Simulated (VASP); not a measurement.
Given:

```
AlP
1.0
    3.57127     0.00000     0.00000
   -1.78564     3.09281     0.00000
    0.00000     0.00000     5.75910
Al P
2 2
Direct
  0.00000   0.00000   0.00000
  0.00000   0.00000   0.50000
  0.33333   0.66667   0.25000
  0.66667   0.33333   0.75000
```

Method: PBEsol GGA, VASP's PBE PAW potentials (set 64) (plane waves; VASP 6.6.1). Run with 500 eV cut-off, 10×10×6 Γ-centred mesh, first-order Methfessel-Paxton smearing of 0.10 eV, potentials Al P.

Q: Estimate the energy per atom (σ→0), band gap (on the k-mesh) with the smallest direct gap where there is one.

A: 
```json
{
  "band gap (on the k-mesh)": "none (metal, semimetal or under 0.01 eV)",
  "energy per atom (σ→0)": "-514.1 kJ/mol of atoms"
}
```

The absolute energy has meaning only against runs of the same code, potentials and settings.

The structure was generated: AlP was put into the NiAs type type (P6_3/mmc), which need not be its known phase. It was relaxed first, which changed the volume by +10 %.
